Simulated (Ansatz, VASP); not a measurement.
**PtS2: VASP beside Ansatz**

Aim: how closely do two programs agree when they are given the same cell, functional and k mesh? The structure shown is the start of the Ansatz relaxation below; VASP solves that cell, so the two are compared at the walk's first step.

Program: Ansatz 0.2.0. Level of theory: plane waves, with VASP 6.6.1 beside it; single point at PBE. Results are calculated unless marked as measured.

**1. The starting structure**

The cell holds 3 atoms: 1 Pt and 2 S. Cell: a = 3.660 Å, b = 3.660 Å, c = 30.000 Å, α = 90.0°, β = 90.0°, γ = 120.0°. Vacuum lies along c.

**2. Ansatz: relaxation, PBE**

Ansatz runs on its PAW soft_1 files.

The two programs are compared at the cell with which this relaxation starts, whose forces are those of its first step.

Contents of input.yaml:

```yaml
crystal:
  lattice:
    - [3.6595008145, 0.0, 0.0]
    - [-1.8297504072, 3.1692206705, 0.0]
    - [0.0, 0.0, 30.0]
  atoms:
    - { symbol: Pt, position: [0.3333333333, 0.6666666667, 0.3333333333] }
    - { symbol: S, position: [0.6666666667, 0.3333333333, 0.3765065514] }
    - { symbol: S, position: [0.6666666667, 0.3333333333, 0.2901601153] }
  periodic: [true, true, false]
kpoints:
  mp_grid: { grid: [15, 15, 1] }
hamiltonian:
  xc: pbe
  pseudopotentials: { kind: paw, azcp: { folder: soft_1 } }
scf:
  occupations: { method: methfessel_paxton, width: 0.2 }
output:
  forces: true
  stress: true
  eigenvalues: true
relax:
  adjacent_minimum: "off"
  f_tol: 0.001
  max_steps: 60
```

On the command line:

```
$ ansatz run input.yaml --threads 4 --pin off --max-ram 16384MiB --backend cpu --events-out ev --progress --plain --runs-dir out
```

Numbers of over 12 decimals in the logs are rounded to 6 here.

Log:

```text
Warning: output.stress: scf.convergence.dr2_threshold = 1e-9 eV (the default of a walk held to its f_tol) is looser than the 3e-10 eV advised for a printed stress (1e-10 eV for each atom of the cell: 3). What an SCF threshold leaves in a stress goes as its square root, and in the free energy as the threshold itself, and one threshold admits the most on a small cell: [figures from the program's tests cut] Every solve  [...]
Engine: ansatz 0.2.0, aarch64-unknown-linux-gnu
Pseudopotentials: kind: paw
Pseudopotential: Pt, paw, valence charge 18, recommended cutoff 420 eV (normal), soft_1/Pt.paw.azcp
Pseudopotential: S, paw, valence charge 6, recommended cutoff 420 eV (normal), soft_1/S.paw.azcp
Functional definition: PBE
  parameter kappa = 0.804
  parameter beta = 0.066725
  exchange = pbe_x(kappa = kappa, mu = beta*pi^2/3)
  correlation = pbe_c(beta = beta)
Crystal: 3 atoms, lattice volume = 347.933 Å³
Basis set: ecut = 420 eV, 6749 PW (Γ), exchange–correlation on 50×50×432 points (8 copies of the dense FFT grid, shifted against one another)
Bands: 19, of which v1, the nominal top of the filled ones, is band 15 counted from 1 (14 counted from 0)
Symmetry: 12 space group operations
Space group: P-6m2 (ITA 187), of the structure as read, at distance tolerance 7.0e-5 Å
k-points: 27 of 225 (time reversal used)
Non-local potential: Pt, projectors of the file, l = 0: 3, l = 1: 2, l = 2: 2, l = 3: 1
Non-local potential: S, projectors of the file, l = 0: 2, l = 1: 2, l = 2: 1
PAW form: soft (Blöchl's): semilocal exchange-correlation on the pseudo side does not see the compensation charge
PAW one-centre angular grid: Pt, 590 points (default); XC on 64 Gauss nodes
PAW one-centre angular grid: S, 110 points (default); XC on 64 Gauss nodes
Initial density: superposition of atomic densities (neutral atoms: chi_scale 0, normalization atom)
Initial wavefunctions: pseudopotential atomic-orbital guess
Functional: x = pbe(κ = 0.804, μ = 0.219515), c = pbe(β = 0.066725)
SCF iter   1: F=—  HF=-14328.931043 eV  |F-HF|=—  |Δ(HF+E_count)|=         —  Δρ=3.46e-2  dr2=5.66e0  ethr=3.10e-3  ⟨swp⟩=14.7  Hψ=4752  notcnv=0
preconditioner: auto → LDOS  [metal: Δε(μ)=0.010 eV  Ē_g=8.301 eV  σ=0.200 eV  W_gap=0.04  n_scr=16 (ndim 8)  ℏωp=9.3 eV  f_vac=0.784  D(μ)=2.96/eV (n_scr^D=10)  β→1.0]
SCF iter   2: F=—  HF=-14328.144962 eV  |F-HF|=—  |Δ(HF+E_count)|=   7.86e-1  S|Δr|=    0.00e0  Δρ=9.43e-3  dr2=4.13e-1  ethr=3.10e-3  ⟨swp⟩=3.1  Hψ=1367  notcnv=0
SCF iter   3: F=—  HF=-14328.084892 eV  |F-HF|=—  |Δ(HF+E_count)|=   6.01e-2  S|Δr|=    0.00e0  Δρ=5.37e-3  dr2=1.27e-1  ethr=1.38e-3  ⟨swp⟩=3.8  Hψ=1368  notcnv=0
SCF iter   4: F=—  HF=-14328.059491 eV  |F-HF|=—  |Δ(HF+E_count)|=   2.54e-2  S|Δr|=    0.00e0  Δρ=9.01e-4  dr2=5.44e-3  ethr=4.22e-4  ⟨swp⟩=3.6  Hψ=1287  notcnv=0
SCF iter   5: F=—  HF=-14328.058401 eV  |F-HF|=—  |Δ(HF+E_count)|=   1.09e-3  S|Δr|=    0.00e0  Δρ=2.47e-4  dr2=1.48e-4  ethr=1.81e-5  ⟨swp⟩=3.6  Hψ=1277  notcnv=0
SCF iter   6: F=—  HF=-14328.058532 eV  |F-HF|=—  |Δ(HF+E_count)|=   1.31e-4  S|Δr|=    0.00e0  Δρ=3.98e-5  dr2=4.41e-6  ethr=4.94e-7  ⟨swp⟩=2.9  Hψ=1062  notcnv=0
SCF iter   7: F=—  HF=-14328.058653 eV  |F-HF|=—  |Δ(HF+E_count)|=   1.21e-4  S|Δr|=    0.00e0  Δρ=1.08e-5  dr2=4.09e-7  ethr=1.47e-8  ⟨swp⟩=3.9  Hψ=1385  notcnv=0
SCF iter   8: F=-14328.058653 eV  HF=-14328.058653 eV  |F-HF|=3.00e-8  |Δ(HF+E_count)|=   4.20e-7  S|Δr|=    0.00e0  Δρ=2.57e-6  dr2=3.66e-8  ethr=3.33e-10  ⟨swp⟩=16.7  Hψ=3858  notcnv=0
SCF 1 converged in 8 iterations: F = -14328.058653 eV  dr2 = 3.66e-8
  greatest PAW one-centre occupation: 1.000 electrons in one spin orbital (limit 2), on the Pt atom at site 0 (counted from 0), in its partial waves of l = 0
relax step   1: F+E_penalty+E_count = -14328.05865344 eV  Δ(F+E_penalty+E_count) = +0.000e0 eV  max|allowed force component| = 2.344e-1 eV/Å  Δτ_max = 0.0000 Å  (8 SCF iters, dr2 threshold 1.00e-7 eV, accepted)
[...]
relax step   2: F+E_penalty+E_count = -14328.06409108 eV  Δ(F+E_penalty+E_count) = -5.438e-3 eV  max|allowed force component| = 1.016e-1 eV/Å  Δτ_max = 0.0162 Å  (5 SCF iters, dr2 threshold 3.43e-6 eV, accepted)
[...]
relax step   3: F+E_penalty+E_count = -14328.06533996 eV  Δ(F+E_penalty+E_count) = -1.249e-3 eV  max|allowed force component| = 4.358e-3 eV/Å  Δτ_max = 0.0118 Å  (5 SCF iters, dr2 threshold 6.45e-7 eV, accepted)
[...]
relax step   4: F+E_penalty+E_count = -14328.06534000 eV  Δ(F+E_penalty+E_count) = -3.682e-8 eV  max|allowed force component| = 4.229e-3 eV/Å  Δτ_max = 0.0000 Å  (4 SCF iters, accepted)
[...]
relax step   5: F+E_penalty+E_count = -14328.06534217 eV  Δ(F+E_penalty+E_count) = -2.169e-6 eV  max|allowed force component| = 1.348e-4 eV/Å  Δτ_max = 0.0005 Å  (5 SCF iters, accepted)
SCF converged after 5 iterations
Stability not checked: this state was not tested for a lower state beside it, because cold or Methfessel-Paxton smearing, or corrected tetrahedra, fill the levels in a way that the test cannot read (fill_not_monotonic; see scf.lower_state_search)
Free energy (F): -14328.065342 eV
Harris-Foulkes:  -14328.065342 eV  (|F-HF|=2.25e-9)
Internal energy: -14328.061648 eV  (E = F + TS)
E sigma→0 (E₀):  -14328.064419 eV
Entropy (-TS):   -0.003694 eV (-1.231 meV/atom)
Fermi energy:    -4.914746 eV
--- Per-component energies (eV) ---
  E_band       = -789.036780
  E_kinetic    = 802.783714
  E_local      = -47550.975660  (includes V_loc(G=0)·N_el)
  E_nonlocal   = 272.942938
  E_hartree    = 23227.518942
  E_xc         = -406.789823
  E_vxc        = -432.342753  (∫ρ·V_xc dr)
  E_paw        = -10700.611921  (= ΣΔE_a)
  E_vpaw       = -336.482399  (= ΣTr[D̂ρ^β])
  E_aug_tail   = 0.001132  (compensation charges beyond the density's cutoff)
  E_ewald      = 20027.069030
  E_smearing   = -0.003694  (= −TS)
  E_closure    = 0.000000  (closes the sum)
  Σ components = -14328.065342   (vs F -14328.065342, Δ=0.00e0)
--- Forces (eV/Å), atoms counted from 1 ---
  atom   1  Pt     0.00000000     0.00000000    -0.00000000
  atom   2  S     -0.00000000     0.00000000    -0.00013481
  atom   3  S     -0.00000000     0.00000000     0.00013481
  max |Σ_I F_I| component: 1.02e-16 eV/Å
--- 2D stress c σ (N/m, compression-positive) ---
       -1.894534      -0.000000      -0.000000
       -0.000000      -1.894534      -0.000000
        0.000000       0.000000       0.000000
  P = ½ c Tr σ = -1.8945 N/m
--- Band table (eV; the first three rows and the last of 27) ---
  k-point 0: bands = [... 11 lower, -7.0031, -5.7441, -4.8262, -4.8262, -4.3877, -4.3877, -2.9143, -0.5104]
  k-point 1: bands = [... 11 lower, -7.0703, -5.7285, -4.9166, -4.7681, -4.5806, -4.4875, -2.6413, -0.4530]
  k-point 2: bands = [... 11 lower, -7.2675, -5.7863, -5.0246, -4.9665, -4.7612, -4.6094, -2.0442, -0.2907]
  k-point 26: bands = [... 11 lower, -8.3311, -8.1678, -8.0127, -6.0255, -3.9969, -3.7773, 0.2083, 0.6197]
--- Relaxed structure (5 steps of the walk, 5 accepted, 0 SCFs on fresh bases) ---
  F+E_penalty+E_count = -14328.06534217 eV   max|allowed force component| = 1.348e-4 eV/Å
  cell:  # Å, volume = 347.9330 Å³
    - [3.659501, -2.8867572129151348e-11, 0.0]
    - [-1.829750, 3.169221, 0.0]
    - [0.0, 0.0, 30.0]
  atoms:
    - { symbol: Pt, position: [0.333333, 0.666667, 0.333333] }
    - { symbol: S, position: [0.666667, 0.333333, 0.375556] }
    - { symbol: S, position: [0.666667, 0.333333, 0.291111] }
```

**3. VASP: single point, PBE, start cell, pair 1**

The same cell, functional, mesh and smearing now go to VASP, with its own data sets.

Lines of VASP's logs that name or quote its potential files are left out, and so is its time.

Contents of INCAR:

```
SYSTEM = PtS2
PREC = Accurate
ENCUT = 400
EDIFF = 1E-06
NELM = 120
ISMEAR = 1
SIGMA = 0.2
LREAL = .FALSE.
ALGO = Normal
GGA = PE
NBANDS = 17
LASPH = .TRUE.
LORBIT = 11
LWAVE = .FALSE.
LCHARG = .FALSE.
ISIF = 2
LDIPOL = .TRUE.
IDIPOL = 3
DIPOL = 0.5 0.5 0.333
LVHAR = .TRUE.
GGA_COMPAT = .FALSE.
NELMDL = -8
KPAR = 2
```

Contents of POSCAR:

```
PtS2
1.0
    3.6595008145      0.0000000000      0.0000000000
   -1.8297504072      3.1692206705      0.0000000000
    0.0000000000      0.0000000000     30.0000000000
Pt S
1 2
Direct
    0.3333333680      0.6666667360      0.3333333333
    0.6666667013      0.3333334027      0.3765065666
    0.6666667013      0.3333334027      0.2901600999
```

Contents of KPOINTS:

```
Automatic mesh
0
Gamma
15 15 1
0 0 0
```

The projector-augmented-wave data sets are Pt and S (PBE family, release 64).

On the command line:

```
$ mpirun -np 2 vasp_std
```

Log:

```text
[banner, memory and clock lines left out]
running    2 mpi-ranks, on    1 nodes
 distrk:  each k-point on    1 cores,    2 groups
 distr:  one band on    1 cores,    1 groups

 POSCAR found type information on POSCAR PtS
 POSCAR found :  2 types and       3 ions
 LDA part: xc-table for (Slater+PW92), standard interpolation
 POSCAR, INCAR and KPOINTS ok, starting setup
 FFT: planning ... GRIDC
 FFT: planning ... GRID_SOFT
 FFT: planning ... GRID
 WAVECAR not read
 entering main loop
       N       E                     dE             d eps       ncg     rms          rms(c)
DAV:   1     0.163437757001E+03    0.16344E+03   -0.60125E+03   918   0.734E+02
DAV:   2     0.628038285231E+01   -0.15716E+03   -0.14901E+03  1516   0.151E+02
DAV:   3    -0.140529826534E+02   -0.20333E+02   -0.20058E+02  1162   0.695E+01
DAV:   4    -0.144542837493E+02   -0.40130E+00   -0.39621E+00  1235   0.118E+01
DAV:   5    -0.144632555356E+02   -0.89718E-02   -0.88880E-02  1257   0.170E+00
DAV:   6    -0.144635883541E+02   -0.33282E-03   -0.33269E-03  1389   0.316E-01
DAV:   7    -0.144635965186E+02   -0.81645E-05   -0.81642E-05  1303   0.412E-02
DAV:   8    -0.144635969995E+02   -0.48086E-06   -0.48077E-06  1223   0.853E-03    0.162E+01
DAV:   9    -0.140839791607E+02    0.37962E+00   -0.11863E+01  1274   0.221E+01    0.131E+01
DAV:  10    -0.136556484117E+02    0.42833E+00   -0.33580E+00  1153   0.169E+01    0.520E+00
DAV:  11    -0.135789961898E+02    0.76652E-01   -0.31674E-01  1191   0.404E+00    0.816E-01
DAV:  12    -0.135684703731E+02    0.10526E-01   -0.42466E-02  1206   0.155E+00    0.265E-01
DAV:  13    -0.135686936845E+02   -0.22331E-03   -0.38922E-03  1216   0.384E-01    0.101E-01
DAV:  14    -0.135686712213E+02    0.22463E-04   -0.43270E-04  1198   0.169E-01    0.614E-02
DAV:  15    -0.135686496668E+02    0.21555E-04   -0.78649E-05  1237   0.548E-02    0.318E-02
DAV:  16    -0.135686490679E+02    0.59893E-06   -0.16798E-05  1241   0.230E-02    0.105E-02
DAV:  17    -0.135686554704E+02   -0.64025E-05   -0.20201E-06   879   0.693E-03    0.339E-03
DAV:  18    -0.135686745451E+02   -0.19075E-04   -0.49580E-06  1116   0.796E-03    0.589E-03
DAV:  19    -0.135686847904E+02   -0.10245E-04   -0.81611E-07   838   0.456E-03    0.191E-03
DAV:  20    -0.135686966942E+02   -0.11904E-04   -0.77813E-07   808   0.276E-03    0.200E-03
DAV:  21    -0.135687021364E+02   -0.54422E-05   -0.22183E-07   976   0.145E-03    0.105E-03
DAV:  22    -0.135687056400E+02   -0.35036E-05   -0.13367E-07   899   0.113E-03    0.989E-04
DAV:  23    -0.135687071214E+02   -0.14814E-05   -0.47633E-08   978   0.554E-04    0.442E-04
DAV:  24    -0.135687080167E+02   -0.89526E-06   -0.19710E-08   992   0.530E-04
   1 F= -.13568708E+02 E0= -.13567468E+02  d E =-.371868E-02
```

Parts of OUTCAR (step 3):

```text
ion  position               nearest neighbor table
   1  0.333  0.667  0.333-   2 2.48   2 2.48   2 2.48   3 2.48   3 2.48   3 2.48
   2  0.667  0.333  0.377-   1 2.48   1 2.48   1 2.48   3 2.59
   3  0.667  0.333  0.290-   1 2.48   1 2.48   1 2.48   2 2.59

  LATTYP: Found a hexagonal cell.
 ALAT       =     3.6595008145
 C/A-ratio  =     8.1978394105

 Subroutine GETGRP returns: Found 12 space group operations
 (whereof  6 operations were pure point group operations)

The static configuration has the point symmetry C_3v.
 The point group associated with its full space group is D_3h.

 Found     27 irreducible k-points:

   k-points           NKPTS =     27   k-points in BZ     NKDIM =     27   number of bands    NBANDS=     17

   dimension x,y,z NGX =    24 NGY =   24 NGZ =  196
   dimension x,y,z NGXF=    48 NGYF=   48 NGZF=  392

   ENCUT  =  400.0 eV  29.40 Ry    5.42 a.u.   5.97  5.97 48.92*2*pi/ulx,y,z

   NELECT =      22.0000    total number of electrons

 k-points in reciprocal lattice and weights: Automatic mesh
   0.00000000  0.00000000  0.00000000       0.004
   0.06666667  0.00000000  0.00000000       0.027
   0.13333333  0.00000000  0.00000000       0.027
   0.20000000  0.00000000  0.00000000       0.027
   0.26666667  0.00000000  0.00000000       0.027
   0.33333333  0.00000000  0.00000000       0.027
   0.40000000 -0.00000000  0.00000000       0.027
   0.46666667  0.00000000  0.00000000       0.027
   0.06666667  0.06666667  0.00000000       0.027
[...]
0.33333333  0.26666667  0.00000000       0.053
   0.33333333  0.33333333  0.00000000       0.009

 dipolmoment           0.000000      0.000000      0.000001 electrons x Angstroem

 average (electrostatic) potential at core
       1 -77.7097       2 -95.8648       3 -95.8648

 E-fermi :  -3.0993

 k-point     1 :       0.0000    0.0000    0.0000
  band No.  band energies     occupation
    ...
      5      -8.6322      2.00000
      6      -7.5937      2.00000
      7      -7.5937      2.00000
      8      -5.2015      2.00000
      9      -4.0089      2.00000
     10      -2.9873      0.19752
     11      -2.9873      0.19751
     12      -2.5662     -0.00107
     13      -2.5662     -0.00107
     14      -0.9258     -0.00000
    ...

 k-point     2 :       0.0667    0.0000    0.0000
  band No.  band energies     occupation
    ...
      6      -7.6334      2.00000
      7      -7.6107      2.00000
      8      -5.2662      2.00000
      9      -3.9900      2.00000
     10      -3.0813      0.84849
     11      -2.9313      0.00086
     12      -2.7438     -0.03064
     13      -2.6611     -0.00822
     14      -0.6646     -0.00000
     15       1.4580      0.00000
    ...

 k-point     3 :       0.1333    0.0000    0.0000
  band No.  band energies     occupation
    ...
      7      -7.6583      2.00000
      8      -5.4551      2.00000
      9      -4.0275      2.00000
     10      -3.2107      1.79953
     11      -3.1088      1.08039
     12      -2.9220     -0.01804
     13      -2.7787     -0.04585
     14      -0.0803     -0.00000
     15       1.6217      0.00000
     16       1.8034      0.00000
    ...

  Total       -2.1931374     -2.1931374     -0.7560109     -0.0000000      0.0000000      0.0000000
  in kB      -10.0990576    -10.0990576     -3.4813128     -0.0000000      0.0000000      0.0000000
  external PRESSURE =      -7.8931426 kB  Pullay stress =       0.0000000 kB

  energy-cutoff  :      400.00
  volume of cell :      347.93
      direct lattice vectors                 reciprocal lattice vectors
     3.659500814  0.000000000  0.000000000     0.273261314  0.157767493  0.000000000
    -1.829750407  3.169220671  0.000000000     0.000000000  0.315534986  0.000000000
     0.000000000  0.000000000 30.000000000     0.000000000  0.000000000  0.033333333

 POSITION                                       TOTAL-FORCE (eV/Angst)
 -----------------------------------------------------------------------------------
      0.00000      2.11281     10.00000        -0.000000      0.000000      0.000000
      1.82975      1.05641     11.29520        -0.000000     -0.000000     -0.282178
      1.82975      1.05641      8.70480         0.000000      0.000000      0.282178
 -----------------------------------------------------------------------------------
    total drift:                                0.000000     -0.000270     -0.000010

  FREE ENERGIE OF THE ION-ELECTRON SYSTEM (eV)
  ---------------------------------------------------
  free  energy   TOTEN  =       -13.5687080167 eV

  energy  without entropy=      -13.5649893330  energy(sigma->0) =      -13.56746846

 vacuum level on the upper side and lower side of the slab         1.899         1.899

 total charge
# of ion       s       p       d       tot
------------------------------------------
    1        0.598   0.610   8.023   9.231
    2        1.376   2.171   0.000   3.548
    3        1.376   2.171   0.000   3.548
--------------------------------------------------
tot          3.351   4.952   8.023  16.327

[... 3 further parts left out ...]
```

The run ends at a pressure of -0.79 GPa, with forces up to 0.28 eV/Å.

**4. Comparison**

Known differences besides the potentials themselves: Ansatz cuts the interaction across the vacuum, VASP repeats the sheet with a dipole correction; the data sets hold 30 valence electrons in Ansatz (on its PAW soft_1 files) and 22 in VASP; the cutoff is 420 eV in Ansatz and 400 eV in VASP. Total energies have different zeros and are not compared.

Forces (eV/Å; atoms numbered as in POSCAR):

```
atom        Ansatz x, y, z          VASP x, y, z
 Pt1   0.000, 0.000, 0.000   0.000, 0.000, 0.000
  S2  0.000, 0.000, -0.234  0.000, 0.000, -0.282
  S3   0.000, 0.000, 0.234   0.000, 0.000, 0.282
```

The forces differ by 23 meV/Å r.m.s., which is 16.9 % of the r.m.s. force of 0.133 eV/Å (both taken over all components). With vacuum in the cell, a pressure given here is an average over mostly empty space and none of the material.

**5. Other set-ups**

Further runs change the set-up of one program: Ansatz's method, potentials or start, or VASP's data sets, cutoff or form of LDA. The table gives that difference for each run.

| run | r.m.s. force difference (meV/Å) |
| --- | --- |
| as above | 23 |
| VASP with the data sets Pt_sv_GW and S and a cutoff of 430 eV | 13 |

**6. Ansatz: relaxation, PBE**

The two programs are compared at the cell with which this relaxation starts, whose forces are those of its first step.

The structure compared here is the start of the Ansatz relaxation; VASP solves that cell, so the two are compared at the walk's first step.

input.yaml, the sections that differ from step 2:

```yaml
crystal:
  lattice:
    - [3.485238871, 0.0, 0.0]
    - [-1.7426194355, 3.1088545625, 0.0]
    - [0.0, 0.0, 30.0]
  atoms:
    - { symbol: Pt, position: [0.3456286611, 0.6912573222, 0.3333333333] }
    - { symbol: S, position: [0.6605190028, 0.3210380056, 0.3788966282] }
    - { symbol: S, position: [0.6605190028, 0.3210380056, 0.2877700385] }
  periodic: [true, true, false]
# kpoints, hamiltonian, scf, output, relax: as in step 2
```

On the command line:

```
$ ansatz run input.yaml --threads 4 --pin off --max-ram 16384MiB --backend cpu --events-out ev --progress --plain --runs-dir out
```

Log:

```text
[...]
Crystal: 3 atoms, lattice volume = 325.053 Å³
Basis set: ecut = 420 eV, 6303 PW (Γ), exchange–correlation on 48×48×432 points (8 copies of the dense FFT grid, shifted against one another)
Bands: 19, of which v1, the nominal top of the filled ones, is band 15 counted from 1 (14 counted from 0)
Symmetry: 4 space group operations
[...]
--- Relaxed structure (5 steps of the walk, 5 accepted, 0 SCFs on fresh bases) ---
  F+E_penalty+E_count = -14328.15348203 eV   max|allowed force component| = 1.966e-4 eV/Å
  cell:  # Å, volume = 325.0530 Å³
    - [3.485238871, 0.0, 0.0]
    - [-1.7426194355, 3.1088545625, 0.0]
    - [0.0, 0.0, 30.0]
  atoms:
    - { symbol: Pt, position: [0.347245, 0.694490, 0.333333] }
    - { symbol: S, position: [0.659711, 0.319422, 0.378504] }
    - { symbol: S, position: [0.659711, 0.319422, 0.288162] }
[key lines of the parts left out:]
SCF converged after 4 iterations
Free energy (F): -14328.153482 eV
Fermi energy:    -5.183910 eV
P = ½ c Tr σ = -0.6183 N/m
```

(Part 1 of 2 ends here.)

[Lines on the potential files, build, host, timing and source positions are cut from VASP's logs without a mark.]

[Logs are printed without paths, hosts, clocks, repeated set-up lines and the standing remarks that a program may print on its own settings, such as how far it seeks lower states.]

[Hosts, paths, dates, database ids (printed as entryN), source tags and the programs' standing remarks are cut or masked in the printed files.]
